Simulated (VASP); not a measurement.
Input:

```
Er
1.0
    1.78000    -3.08305     0.00000
    1.78000     3.08305     0.00000
    0.00000     0.00000     5.59000
Er
2
Direct
  0.33333   0.66667   0.25000
  0.66667   0.33333   0.75000
```

The numbers are results of PBEsol GGA, VASP's PBE PAW potentials (set 64) (plane waves; VASP), not measurements. Numerical set-up: 400 eV cut-off, 11×11×6 Γ-centred mesh, first-order Methfessel-Paxton smearing of 0.10 eV, potentials Er_3.

The 4f electrons are frozen in the core of the lanthanide potential, so 4f levels, which can set the real gap, and their magnetism are missing. Energy and stress use the plane-wave basis of the starting cell.

Q: The ions, cell shape and volume are relaxed. Give the cell that the relaxation ends in.

A: 
```
Er
1.0
    1.76230    -3.05240     0.00000
    1.76230     3.05240     0.00000
    0.00000     0.00000     5.41869
Er
2
Direct
  0.33333   0.66667   0.25000
  0.66667   0.33333   0.75000
```
Space group P6_3/mmc (194), at a tolerance of 0.03 Å.

Q: How do energy and volume change from the first to the last step?

A: The energy (σ→0) changes by -13.2 meV/atom and the volume by -5.0 %, in 6 ionic steps.

```
step  E(σ→0) (eV)  max force (eV/Å)  pressure (GPa)  volume (Å³)
----  -----------  ----------------  --------------  -----------
1         -9.8285             0.000           -2.23        61.35
2         -9.8526             0.000            0.55        57.63
3         -9.8534             0.000            0.13        58.17
4         -9.8534             0.000            0.06        58.23
5         -9.8546             0.000            0.01        58.27
6         -9.8550             0.000           -0.02        58.30
```

The compound is Er in the hcp structure. This run relaxes it. Symmetry was kept, so distortions that lower it aren't found.
